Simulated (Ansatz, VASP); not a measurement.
# TbCo3B2: VASP beside Ansatz, part 2 of 2

One calculation is typed for both programs; each brings its own data sets and cutoff. How far apart do they land?

VASP 6.6.1 and Ansatz 0.2.0.

So far: The starting structure; VASP: single point, PBEsol.

In doubt: a part-filled 4f shell, where there is one, can sit in one of many states, so energies may not be the lowest and differences between runs may mislead; derivatives with an open 4f shell can jump between states, which bears on forces and vibrations.

### 3. Ansatz: single point, PBEsol

Level of this step: Ansatz beside VASP: Kohn-Sham DFT, plane waves, PBEsol (Ansatz).

Ansatz runs on its default PAW (the set named soft_2) files.

The same cell, functional, mesh and smearing now go to Ansatz, which takes its cutoff from its data sets.

Input file input.yaml:

```yaml
crystal:
  lattice:
    - [4.928641444, 0.0, 0.0]
    - [-2.464320722, 4.2683286967, 0.0]
    - [0.0, 0.0, 2.9655602569]
  atoms:
    - { symbol: Tb, position: [0.0, 0.0, 0.0], spin: 6.0 }
    - { symbol: Co, position: [0.0, 0.5, 0.5], spin: -2.0 }
    - { symbol: Co, position: [0.5, 0.5, 0.5], spin: -2.0 }
    - { symbol: Co, position: [0.5, 0.0, 0.5], spin: -2.0 }
    - { symbol: B, position: [0.6666666667, 0.3333333333, 0.0] }
    - { symbol: B, position: [0.3333333333, 0.6666666667, 0.0] }
hamiltonian:
  xc: pbesol
  pseudopotentials: { kind: paw }
magnetization:
  spin_polarized: true
kpoints:
  mp_grid: { grid: [4, 4, 6] }
scf:
  occupations: { method: gaussian, width: 0.1 }
  n_extra_bands: 13
output:
  forces: true
  stress: true
  eigenvalues: true
  write_density: true
  write_potential: true
  elf: true
  volumetric_format: npy
```

Started as:

```console
> ansatz run input.yaml --threads 4 --pin off --max-ram 9216MiB --backend cpu --events-out ev --progress --plain --runs-dir out
```

Numbers of over 12 decimals in the logs are rounded to 6 here.

Log:

```text
scf.n_extra_bands = 13 over 38 filled bands (N_el = 76.0): the run solves 51 bands
Engine: ansatz 0.2.0, aarch64-unknown-linux-gnu
Pseudopotentials: kind: paw
Pseudopotential: Tb, paw, valence charge 19, recommended cutoff 420 eV (normal), Tb.paw.azcp
Pseudopotential: Co, paw, valence charge 17, recommended cutoff 420 eV (normal), Co.paw.azcp
Pseudopotential: B, paw, valence charge 3, recommended cutoff 420 eV (normal), B.paw.azcp
Functional definition: PBEsol
  exchange = pbesol_x
  correlation = pbesol_c
Crystal: 6 atoms, lattice volume = 62.387 Å³
Basis set: ecut = 420 eV, 1191 PW (Γ), exchange–correlation on 72×72×40 points (8 copies of the dense FFT grid, shifted against one another)
Bands: 51, of which v1, the nominal top of the filled ones, is band 38 counted from 1 (37 counted from 0)
Symmetry: 24 space group operations
Space group: P6/mmm (ITA 191), of the structure as read, at distance tolerance 4.0e-5 Å
Magnetic group: BNS 191.233 (UNI 1463), of the structure as read, at distance tolerance 4.0e-5 Å
k-points: 16 of 96
Non-local potential: Tb, projectors of the file, l = 0: 3, l = 1: 2, l = 2: 2, l = 3: 3
Non-local potential: Co, projectors of the file, l = 0: 3, l = 1: 2, l = 2: 3, l = 3: 1
Non-local potential: B, projectors of the file, l = 0: 2, l = 1: 2, l = 2: 1
PAW form: soft (Blöchl's): semilocal exchange-correlation on the pseudo side does not see the compensation charge
PAW frozen core: Tb, regenerated for the run's functional, and the local potential with it (the file was generated under x = pbe(κ = 0.804, μ = 0.219515), c = pbe(β = 0.066725))
PAW frozen core: Co, regenerated for the run's functional, and the local potential with it (the file was generated under x = pbe(κ = 0.804, μ = 0.219515), c = pbe(β = 0.066725))
PAW frozen core: B, regenerated for the run's functional, and the local potential with it (the file was generated under x = pbe(κ = 0.804, μ = 0.219515), c = pbe(β = 0.066725))
PAW one-centre angular grid: Tb, 590 points (default); XC on 64 Gauss nodes
PAW one-centre angular grid: Co, 590 points (default); XC on 64 Gauss nodes
PAW one-centre angular grid: B, 110 points (default); XC on 64 Gauss nodes
Initial density: superposition of atomic densities (chi_scale 0.1, normalization cell)
Starting moments: Σ|m| = 12 μB on 4 of 6 sites
Starting magnetic order: compensated ferrimagnet; no operation exchanges its spin sublattices
Initial wavefunctions: pseudopotential atomic-orbital guess
Functional: x = pbesol(κ = 0.804, μ = 0.123457), c = pbesol(β = 0.046)
SCF iter   1: F=—  HF=-25427.592186 eV  |F-HF|=—  |Δ(HF+E_count)|=         —  Δρ=2.77e-1 (↑1.04e-1 ↓2.77e-1)  dr2=1.72e1  dr2_m=1.93e1  M=5.617 μB ∫|m|=6.602 μB  β_m=0.30  ethr=3.10e-3  ⟨swp⟩=5.9  Hψ=6082  notcnv=0  defer=6
Mixer restart at iter 1: flushing history
preconditioner: auto → Kerker (q_TF=auto, 2.820 Å⁻¹)  [metal: Δε(μ)=0.007 eV  Ē_g=8.498 eV  σ=0.100 eV  W_gap=0.04  n_scr=26 (ndim 8)  ℏωp=33.2 eV  f_vac=0.000  D(μ)=9.60/eV (n_scr^D=154)]
spin=Collinear: Kerker preconditioning applied to the charge; magnetization (m = ρ↑ − ρ↓) channel mixes plain (no charge-response kernel on spin).
SCF iter   2: F=—  HF=-25421.298825 eV  |F-HF|=—  |Δ(HF+E_count)|=    6.29e0  Δρ=1.53e-1 (↑1.48e-1 ↓1.53e-1)  dr2=2.38e0  dr2_m=1.25e1  M=6.081 μB ∫|m|=6.286 μB  β_m=0.54  ethr=3.10e-3  ⟨swp⟩=3.0  Hψ=3655  notcnv=0  defer=93
SCF iter   3: F=—  HF=-25424.550049 eV  |F-HF|=—  |Δ(HF+E_count)|=    3.25e0  Δρ=7.65e-2 (↑5.69e-2 ↓7.65e-2)  dr2=1.40e0  dr2_m=2.40e0  M=6.433 μB ∫|m|=6.433 μB  β_m=0.71  ethr=3.10e-3  ⟨swp⟩=3.2  Hψ=3185  notcnv=0  defer=107
SCF iter   4: F=—  HF=-25425.360742 eV  |F-HF|=—  |Δ(HF+E_count)|=   8.11e-1  Δρ=4.06e-2 (↑2.63e-2 ↓4.06e-2)  dr2=3.05e0  dr2_m=4.51e-2  M=6.508 μB ∫|m|=6.535 μB  β_m=0.77  ethr=1.84e-3  ⟨swp⟩=2.9  Hψ=3049  notcnv=0  defer=125
SCF iter   5: F=—  HF=-25425.043614 eV  |F-HF|=—  |Δ(HF+E_count)|=   3.17e-1  Δρ=1.18e-2 (↑9.13e-3 ↓1.18e-2)  dr2=1.16e-1  dr2_m=1.45e-2  M=6.434 μB ∫|m|=6.464 μB  β_m=0.67  ethr=1.84e-3  ⟨swp⟩=3.2  Hψ=3015  notcnv=0  defer=125
SCF iter   6: F=—  HF=-25424.970964 eV  |F-HF|=—  |Δ(HF+E_count)|=   7.27e-2  Δρ=1.29e-2 (↑5.46e-3 ↓1.29e-2)  dr2=1.11e-1  dr2_m=9.79e-3  M=6.474 μB ∫|m|=6.512 μB  β_m=0.76  ethr=1.53e-4  ⟨swp⟩=3.2  Hψ=3216  notcnv=0  defer=128
SCF iter   7: F=—  HF=-25424.965881 eV  |F-HF|=—  |Δ(HF+E_count)|=   5.08e-3  Δρ=5.61e-3 (↑5.61e-3 ↓3.93e-3)  dr2=2.50e-2  dr2_m=4.40e-3  M=6.473 μB ∫|m|=6.528 μB  β_m=0.88  ethr=1.46e-4  ⟨swp⟩=2.4  Hψ=2680  notcnv=0  defer=128
SCF iter   8: F=—  HF=-25424.986455 eV  |F-HF|=—  |Δ(HF+E_count)|=   2.06e-2  Δρ=2.46e-3 (↑2.46e-3 ↓2.10e-3)  dr2=7.80e-3  dr2_m=4.49e-4  M=6.454 μB ∫|m|=6.510 μB  β_m=0.94  ethr=3.28e-5  ⟨swp⟩=2.0  Hψ=3071  notcnv=0  defer=134
SCF iter   9: F=—  HF=-25424.989058 eV  |F-HF|=—  |Δ(HF+E_count)|=   2.60e-3  Δρ=1.86e-3 (↑6.04e-4 ↓1.86e-3)  dr2=1.07e-3  dr2_m=8.04e-4  M=6.437 μB ∫|m|=6.495 μB  β_m=0.97  ethr=1.03e-5  ⟨swp⟩=2.0  Hψ=2644  notcnv=0  defer=134
SCF iter  10: F=—  HF=-25424.989185 eV  |F-HF|=—  |Δ(HF+E_count)|=   1.27e-4  Δρ=6.84e-4 (↑2.78e-4 ↓6.84e-4)  dr2=1.14e-4  dr2_m=1.18e-4  M=6.439 μB ∫|m|=6.501 μB  β_m=0.98  ethr=1.40e-6  ⟨swp⟩=2.0  Hψ=2456  notcnv=0  defer=134
SCF iter  11: F=—  HF=-25424.989182 eV  |F-HF|=—  |Δ(HF+E_count)|=   2.74e-6  Δρ=1.53e-4 (↑3.84e-5 ↓1.53e-4)  dr2=7.27e-6  dr2_m=4.44e-6  M=6.440 μB ∫|m|=6.503 μB  β_m=0.97  ethr=1.51e-7  ⟨swp⟩=2.0  Hψ=2522  notcnv=0  defer=134
SCF iter  12: F=—  HF=-25424.989179 eV  |F-HF|=—  |Δ(HF+E_count)|=   3.13e-6  Δρ=2.22e-5 (↑1.61e-5 ↓2.22e-5)  dr2=1.53e-7  dr2_m=1.89e-7  M=6.440 μB ∫|m|=6.504 μB  β_m=0.99  ethr=9.56e-9  ⟨swp⟩=2.4  Hψ=2682  notcnv=0  defer=134
SCF iter  13: F=—  HF=-25424.989179 eV  |F-HF|=—  |Δ(HF+E_count)|=   9.82e-8  Δρ=1.01e-5 (↑3.39e-6 ↓1.01e-5)  dr2=8.27e-8  dr2_m=7.62e-9  M=6.440 μB ∫|m|=6.504 μB  β_m=0.99  ethr=2.01e-10  ⟨swp⟩=2.0  Hψ=2606  notcnv=0  defer=134
SCF iter  14: F=-25424.989179 eV  HF=-25424.989179 eV  |F-HF|=2.60e-9  |Δ(HF+E_count)|=  7.28e-10  Δρ=2.65e-6 (↑9.32e-7 ↓2.65e-6)  dr2=3.14e-9  dr2_m=1.36e-9  M=6.440 μB ∫|m|=6.504 μB  ethr=1.09e-10  ⟨swp⟩=14.5  Hψ=11998  notcnv=0
SCF 1 converged in 14 iterations: F = -25424.989179 eV  dr2 = 3.14e-9
  greatest PAW one-centre occupation: 1.000 electrons in one spin orbital (limit 2), on the Co atom at site 2 (counted from 0), in its partial waves of l = 0
WARN: the starting moments were not kept: 3 of 4 ended reversed and 1 kept their direction, counting a site from 0.1 μB. The largest reversed, site 2 (counted from 0, in the order of the report's site_moments_mub), started with -2.0 μB and closes at +1.5e-1 μB in its sphere. The starting moments cancel, and the net magnetisation is 6.5e0 μB in size, over 0.1 of its absolute magnetisation of 6.5e0 μB. The SCF closed o [...]
SCF converged after 14 iterations
Magnetization: 6.4404 μB (41.2202 up, 34.7798 down)
Absolute magnetization: 6.5039 μB (∫|ρ↑−ρ↓|, with the PAW one-centre terms)
Spin contamination: 0.0712 ħ² per cell (⟨S²⟩ above its minimum at these occupations)
Per-site moments (μB) at R_I (Å): [(5.991697, 1.173790), (0.146189, 0.847678), (0.146189, 0.847678), (0.146189, 0.847678), (-0.00895735, 0.847678), (-0.00895735, 0.847678)]
Free energy (F): -25424.989179 eV
Harris-Foulkes:  -25424.989179 eV  (|F-HF|=2.60e-9)
Internal energy: -25424.964476 eV  (E = F + TS)
E sigma→0 (E₀):  -25424.976827 eV
Entropy (-TS):   -0.024703 eV (-4.117 meV/atom)
Fermi energy:    18.486591 eV
--- Per-component energies (eV) ---
  E_band       = -568.251649
  E_kinetic    = 1837.309350
  E_local      = -11527.284707  (includes V_loc(G=0)·N_el)
  E_nonlocal   = 2036.479499
  E_hartree    = 4867.011284
  E_xc         = -736.583633
  E_vxc        = -909.396820  (∫ρ·V_xc dr)
  E_paw        = -11200.169798  (= ΣΔE_a)
  E_vpaw       = -1739.376400  (= ΣTr[D̂ρ^β])
  E_aug_tail   = 0.000272  (compensation charges beyond the density's cutoff)
  E_ewald      = -10703.059557
  E_core_change = 1.332815  (= ΣΔE_core)
  E_smearing   = -0.024703  (= −TS)
  E_closure    = -0.000000  (closes the sum)
  Σ components = -25424.989179   (vs F -25424.989179, Δ=0.00e0)
--- Forces (eV/Å), atoms counted from 1 ---
  atom   1  Tb     0.00000000     0.00000000     0.00000000
  atom   2  Co    -0.00000000     0.00000000     0.00000000
  atom   3  Co     0.00000000     0.00000000     0.00000000
  atom   4  Co     0.00000000    -0.00000000     0.00000000
  atom   5  B      0.00000000    -0.00000000     0.00000000
  atom   6  B     -0.00000000     0.00000000     0.00000000
  max |Σ_I F_I| component: 9.25e-18 eV/Å
--- Stress (GPa, compression-positive) ---
        0.186328       0.000000       0.000000
        0.000000       0.186328       0.000000
        0.000000       0.000000       0.399916
  P = ⅓ Tr σ = 0.2575 GPa (2.575 kbar)
--- Band table (eV; the first three rows and the last of 32) ---
  k-point 0 ↑: bands = [... 34 lower, 17.4877, 17.4877, 17.7094, 17.7094, 17.9375, 18.1040, 18.1040, 18.8454, ... 9 higher]
  k-point 1 ↑: bands = [... 34 lower, 17.4717, 17.4717, 17.5581, 17.5581, 17.8434, 18.5551, 18.5551, 18.8484, ... 9 higher]
  k-point 2 ↑: bands = [... 34 lower, 17.2617, 17.2617, 17.6643, 17.7058, 17.7058, 17.9731, 17.9731, 18.0151, ... 9 higher]
  k-point 15 ↓: bands = [... 34 lower, 18.0828, 18.1644, 18.3727, 18.7338, 18.7673, 18.7844, 19.0722, 19.1435, ... 9 higher]
```

The job ended after 6.5 s (4 threads of Arm Neoverse V1, shared host; peak memory 0.48 GiB; 22 s of CPU time).

In the SCF lines HF is the Harris–Foulkes energy and dr2 the Hartree energy of the density residual, in eV; the loop may stop once dr2 is under the threshold and the program's other checks hold. Hψ counts applications of the Hamiltonian.

The run ends at a pressure of 0.26 GPa.

### 4. Side by side

Known differences besides the potentials themselves: the data sets hold 76 valence electrons in Ansatz (default PAW (the set named soft_2) files) and 52 in VASP; the cutoff is 420 eV in Ansatz and 410 eV in VASP; Ansatz makes its cores anew for this functional, VASP keeps those of its PBE data sets; site moments are counted in spheres of each program's own size. Total energies have different zeros and are not compared.

Compared:

```csv
quantity,Ansatz,VASP,difference
pressure (GPa),0.26,-0.10,+0.36
pressure without Ansatz's Pulay correction (GPa),0.05,-0.10,+0.16
total moment (μB),6.44,6.41,+0.03
moment on Tb1 (μB),5.99,5.87,+0.12
moment on Co2 (μB),0.15,0.14,0.00
moment on Co3 (μB),0.15,0.14,0.00
moment on Co4 (μB),0.15,0.14,0.00
```

VASP's last cycles still show a density residual of 6e-03, so its state may not be settled. Ansatz's pressure holds a Pulay correction of 0.20 GPa; VASP's holds none.

### 5. Outcome

```
difference in total moment (single point, PBEsol) : 0.033 μB
```

In words: The difference in total moment is 0.033 μB (single point, PBEsol). How closely two codes agree says nothing of how well the functional describes the real material.

[Lines on the potential files, build, host, timing and source positions are cut from VASP's logs without a mark.]

[Logs are printed without paths, hosts, clocks, repeated set-up lines and the standing remarks that a program may print on its own settings, such as how far it seeks lower states.]

[Hosts, paths, dates, database ids (printed as entryN), source tags and the programs' standing remarks are cut or masked in the printed files.]
